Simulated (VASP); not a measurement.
Output of a VASP run:

### OSZICAR
```
       N       E                     dE             d eps       ncg     rms          rms(c)
DAV:   1     0.132513681568E+03    0.13251E+03   -0.11022E+04  3120   0.148E+03
DAV:   2    -0.141036130282E+02   -0.14662E+03   -0.14289E+03  3485   0.391E+02
DAV:   3    -0.165830045631E+02   -0.24794E+01   -0.24576E+01  3690   0.543E+01
DAV:   4    -0.165975925930E+02   -0.14588E-01   -0.14539E-01  3435   0.429E+00
DAV:   5    -0.165977668586E+02   -0.17427E-03   -0.17409E-03  3650   0.462E-01    0.185E+01
DAV:   6    -0.157235931077E+02    0.87417E+00   -0.70354E+00  3140   0.342E+01    0.622E+00
DAV:   7    -0.153166206164E+02    0.40697E+00   -0.11467E+00  3120   0.147E+01    0.438E+00
DAV:   8    -0.153001896175E+02    0.16431E-01   -0.32984E-02  3375   0.187E+00    0.946E-01
DAV:   9    -0.153000644462E+02    0.12517E-03   -0.79727E-04  3575   0.294E-01    0.126E-01
DAV:  10    -0.153000068387E+02    0.57607E-04   -0.15812E-04  3375   0.169E-01    0.140E-02
DAV:  11    -0.153000633558E+02   -0.56517E-04   -0.68048E-06  3540   0.362E-02    0.425E-03
DAV:  12    -0.153000448411E+02    0.18515E-04   -0.48793E-07  3305   0.756E-03    0.715E-04
DAV:  13    -0.153000489322E+02   -0.40911E-05   -0.27969E-08  1735   0.203E-03    0.314E-04
DAV:  14    -0.153000486624E+02    0.26986E-06   -0.36505E-09  1645   0.633E-04    0.190E-04
DAV:  15    -0.153000487446E+02   -0.82252E-07   -0.78298E-10  1610   0.332E-04
   1 F= -.15300049E+02 E0= -.15300049E+02  d E =0.000000E+00
```

**OUTCAR**
```
------------------------ aborting loop because EDIFF is reached ----------------------------------------
  FORCE on cell =-STRESS in cart. coord.  units (eV):
  Direction    XX          YY          ZZ          XY          YZ          ZX
  --------------------------------------------------------------------------------------
  Total        0.0183660      0.0183660      0.0183660      0.0000000      0.0000000     -0.0000000
  in kB        1.5282986      1.5282986      1.5282986      0.0000000      0.0000000     -0.0000000
  external PRESSURE =       1.5282986 kB  Pullay stress =       0.0000000 kB
  volume of cell :       19.25
      direct lattice vectors                 reciprocal lattice vectors
     2.680229311  0.000000000  0.000000000     0.373102404  0.000000000  0.000000000
     0.000000000  2.680229311  0.000000000     0.000000000  0.373102404  0.000000000
     0.000000000  0.000000000  2.680229311     0.000000000  0.000000000  0.373102404
 POSITION                                       TOTAL-FORCE (eV/Angst)
 -----------------------------------------------------------------------------------
      0.00000      0.00000      0.00000         0.000000      0.000000      0.000000
      1.34011      1.34011      1.34011         0.000000      0.000000      0.000000
 -----------------------------------------------------------------------------------
    total drift:                               -0.000000      0.000000     -0.000000
  FREE ENERGIE OF THE ION-ELECTRON SYSTEM (eV)
  ---------------------------------------------------
  free  energy   TOTEN  =       -15.3000487446 eV

  energy  without entropy=      -15.3000487446  energy(sigma->0) =      -15.30004874

 total charge

# of ion       s       p       d       tot
------------------------------------------
    1        0.388   6.408   7.265  14.062
    2        0.666   0.954   0.000   1.620
--------------------------------------------------
tot          1.054   7.363   7.265  15.681
```
(Selected blocks of OUTCAR.)

### POSCAR
```
RhB
1
    2.6802293110     0.0000000000     0.0000000000
    0.0000000000     2.6802293110     0.0000000000
   -0.0000000000     0.0000000000     2.6802293110
Rh B
1 1
Direct
  0.0000000000   0.0000000000   0.0000000000
  0.5000000000   0.5000000000   0.5000000000
```

Reconstruct the remaining input files.

One answer among several that fit: the input of the run itself, PBEsol GGA, plane waves, VASP's PBE PAW potentials (set 64).

### INCAR
```
SYSTEM = RhB
PREC = Accurate
ENCUT = 520
EDIFF = 1E-7
NELM = 100
ALGO = Normal
LREAL = .FALSE.
LASPH = .TRUE.
ISMEAR = -5
GGA = PS
LMAXMIX = 4
LWAVE = .FALSE.
LCHARG = .TRUE.
LORBIT = 11
NEDOS = 601
ISIF = 2
```

File KPOINTS:
```
Automatic mesh
0
Gamma
15 15 15
0 0 0
```

POTCAR, in this order: Rh_pv B (PBE.64 set). Program: vasp_std.

For a metal the tetrahedron method with Blöchl corrections gives inexact stress and forces.

The structure was generated: RhB was put into the CsCl type type (Pm-3m), which need not be its known phase. It was relaxed first, which changed the volume by -24 %.
